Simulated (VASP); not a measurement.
Input:

```
Zr
1.0
    1.61332    -2.79435     0.00000
    1.61332     2.79435     0.00000
    0.00000     0.00000     5.14380
Zr
2
Direct
  0.33333   0.66667   0.25000
  0.66667   0.33333   0.75000
```

Level of theory: MS2 meta-GGA, VASP's PBE PAW potentials (set 64) (plane waves; VASP). Settings: 520 eV cut-off, 15×15×8 Γ-centred mesh, tetrahedra with Blöchl corrections, potentials Zr_sv.

Q: Give the energies of bands 9 to 15 at the high-symmetry points, in eV from the Fermi level.

A: 
```tsv
band	Γ	M	K	A	L	H
9	-5.86	-2.66	-2.17	-4.12	-2.96	-1.45
10	-3.14	-2.61	-1.47	-4.12	-2.96	-1.45
11	0.95	-2.22	-1.47	0.00	-1.10	-1.37
12	0.95	-0.36	-1.25	0.00	-1.10	-1.37
13	1.00	0.62	0.30	0.85	1.52	-0.14
14	1.02	0.81	0.30	0.85	1.52	-0.14
15	1.65	1.50	1.88	0.85	2.33	2.13
```

It has no gap at this level: it comes out as a metal or semimetal.

The compound is Zr in the hcp structure. It was relaxed first.
